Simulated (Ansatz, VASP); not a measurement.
# Fe: VASP beside Ansatz, part 2 of 2

One calculation is typed for both programs; each brings its own data sets and cutoff. How far apart do they land?

VASP 6.6.1 and Ansatz 0.2.0.

So far: The starting structure; Ansatz: relaxation of cell and atoms, PBEsol; VASP: relaxation of cell and atoms, PBEsol.

## Step 3: VASP: relaxation of cell and atoms, PBEsol (continued)

Level of this step: PBEsol, spin-polarised from a ferromagnetic start (one magnetic atom a cell); plane waves and PAW (Fe) (VASP).

Numbers of over 12 decimals in the logs are rounded to 6 here.

Parts of OUTCAR (step 3):

```text
ion  position               nearest neighbor table
   1  0.000  0.000  0.000-

  LATTYP: Found a body centered cubic cell.
 ALAT       =     2.7823785292

 Subroutine GETGRP returns: Found 48 space group operations
 (whereof 48 operations were pure point group operations)

The static configuration has the point symmetry O_h .

 Found    145 irreducible k-points:

   k-points           NKPTS =    145   k-points in BZ     NKDIM =    145   number of bands    NBANDS=     12

   dimension x,y,z NGX =    16 NGY =   16 NGZ =   16
   dimension x,y,z NGXF=    32 NGYF=   32 NGZF=   32

   ENCUT  =  350.0 eV  25.72 Ry    5.07 a.u.   3.68  3.68  3.68*2*pi/ulx,y,z

   NELECT =       8.0000    total number of electrons

 k-points in reciprocal lattice and weights: Automatic mesh
   0.00000000  0.00000000  0.00000000       0.000
   0.06250000  0.00000000  0.00000000       0.003
   0.12500000  0.00000000  0.00000000       0.003
   0.18750000  0.00000000  0.00000000       0.003
   0.25000000  0.00000000  0.00000000       0.003
   0.31250000  0.00000000  0.00000000       0.003
   0.37500000  0.00000000  0.00000000       0.003
   0.43750000  0.00000000  0.00000000       0.003
   0.50000000  0.00000000  0.00000000       0.001
[...]
0.50000000  0.50000000  0.43750000       0.003
   0.50000000  0.50000000  0.50000000       0.000

 average (electrostatic) potential at core
       1 -42.6975

 E-fermi :   6.2731

 spin component 1
 k-point     1 :       0.0000    0.0000    0.0000
  band No.  band energies     occupation
    ...
      2       3.8363      1.00000
      3       3.8363      1.00000
      4       3.8363      1.00000
      5       5.2013      1.00000
      6       5.2013      1.00000
      7      31.6781      0.00000
      8      31.6781      0.00000
      9      31.6781      0.00000
     10      37.1402      0.00000
     11      37.1402      0.00000
    ...

 k-point     2 :       0.0625    0.0000    0.0000
  band No.  band energies     occupation
    ...
      2       3.7877      1.00000
      3       3.8323      1.00000
      4       3.9314      1.00000
      5       5.1524      1.00000
      6       5.2057      1.00000
      7      30.6529      0.00000
      8      31.4532      0.00000
      9      31.5890      0.00000
     10      36.5549      0.00000
     11      37.5781      0.00000
    ...

 k-point     3 :       0.1250    0.0000    0.0000
  band No.  band energies     occupation
    ...
      2       3.6505      1.00000
      3       3.8017      1.00000
      4       4.2071      1.00000
      5       5.0474      1.00000
      6       5.2187      1.00000
      7      28.3497      0.00000
      8      30.6404      0.00000
      9      31.3708      0.00000
     10      35.4452      0.00000
     11      36.2195      0.00000
    ...

 k-point     4 :       0.1875    0.0000    0.0000
  band No.  band energies     occupation
    ...
      2       3.4495      1.00000
      3       3.7207      1.00000
      4       4.6365      1.00000
      5       4.9831      1.00000
      6       5.2430      1.00000
      7      25.5396      0.00000
      8      29.3421      0.00000
      9      31.1136      0.00000
     10      33.3115      0.00000
     11      35.2983      0.00000
    ...

 k-point     5 :       0.2500    0.0000    0.0000
  band No.  band energies     occupation
    ...
      2       3.2191      1.00000
      3       3.6744      1.00000
      4       5.0167      1.00000
      5       5.1726      1.00000
      6       5.2794      1.00000
      7      22.5833      0.00000
      8      27.9498      0.00000
      9      30.8794      0.00000
     10      31.3647      0.00000
     11      34.7485      0.00000
    ...

 k-point     6 :       0.3125    0.0000    0.0000
  band No.  band energies     occupation
    ...
      2       2.9951      1.00000
      3       3.9458      1.00000
      4       5.1247      1.00000
      5       5.3243      1.00000
      6       5.7469      1.00000
      7      19.6902      0.00000
      8      26.7147      0.00000
      9      29.6835      0.00000
     10      30.6923      0.00000
     11      34.5120      0.00000
    ...

  Total        0.0073018      0.0073018      0.0073018     -0.0000000     -0.0000000     -0.0000000
  in kB        1.0862278      1.0862278      1.0862278     -0.0000000     -0.0000000     -0.0000000
  external PRESSURE =       1.0862278 kB  Pullay stress =       0.0000000 kB

  energy-cutoff  :      350.00
  volume of cell :       10.77
      direct lattice vectors                 reciprocal lattice vectors
    -1.391189265  1.391189265  1.391189265     0.000000000  0.359404729  0.359404729
     1.391189265 -1.391189265  1.391189265     0.359404729  0.000000000  0.359404729
     1.391189265  1.391189265 -1.391189265     0.359404729  0.359404729  0.000000000

 POSITION                                       TOTAL-FORCE (eV/Angst)
 -----------------------------------------------------------------------------------
      0.00000      0.00000      0.00000         0.000000      0.000000      0.000000
 -----------------------------------------------------------------------------------
    total drift:                                0.000000      0.000000     -0.000000

  FREE ENERGIE OF THE ION-ELECTRON SYSTEM (eV)
  ---------------------------------------------------
  free  energy   TOTEN  =        -8.9223767298 eV

  energy  without entropy=       -8.9218714448  energy(sigma->0) =       -8.92220830

 reached required accuracy - stopping structural energy minimisation

 total charge
# of ion       s       p       d       tot
------------------------------------------
    1        0.514   0.595   6.276   7.385

 magnetization (x)
# of ion       s       p       d       tot
------------------------------------------
    1       -0.012  -0.047   2.122   2.063

[... 6 further parts left out ...]
```

## Step 4: Comparison

Known differences besides the potentials themselves: both relaxations stop at a tolerance, which leaves soft axes loose, and VASP keeps its plane-wave basis; the data sets hold 16 valence electrons in Ansatz (default PAW (the set named soft_2) files) and 8 in VASP; the cutoff is 420 eV in Ansatz and 350 eV in VASP; Ansatz makes its cores anew for this functional, VASP keeps those of its PBE data sets; Ansatz adds a Pulay correction to the stress that steers its cell, VASP none; site moments are counted in spheres of each program's own size. Total energies have different zeros and are not compared.

The two programs side by side:

```tsv
quantity	Ansatz	VASP	difference
volume (Å³)	10.80	10.77	+0.30 %
edge a after relaxation, in the typed setting (Å)	2.412	2.410	+0.10 %
total moment (μB)	2.07	2.08	-0.01
moment on Fe1 (μB)	2.10	2.06	+0.03
```

The walks stopped with 0.00 GPa left in Ansatz and 0.11 GPa in VASP; each walk ends within a tolerance, so the volume difference is uncertain by about these residues over the bulk modulus, most in soft cells.

## Step 5: Summary of results

```json
{
  "difference in volume (relaxation of cell and atoms, PBEsol)": "0.30 %"
}
```

The difference in volume is 0.30 % (relaxation of cell and atoms, PBEsol), within the 1.2 % picked in this series as the mark of a large difference, as far as the stopping tolerances let one tell. Such differences can come from data sets, numerical settings and the points named under the comparisons, not from the functional's error against experiment.

[Lines on the potential files, build, host, timing and source positions are cut from VASP's logs without a mark.]

[Logs are printed without paths, hosts, clocks, repeated set-up lines and the standing remarks that a program may print on its own settings, such as how far it seeks lower states.]

[Hosts, paths, dates, database ids (printed as entryN), source tags and the programs' standing remarks are cut or masked in the printed files.]
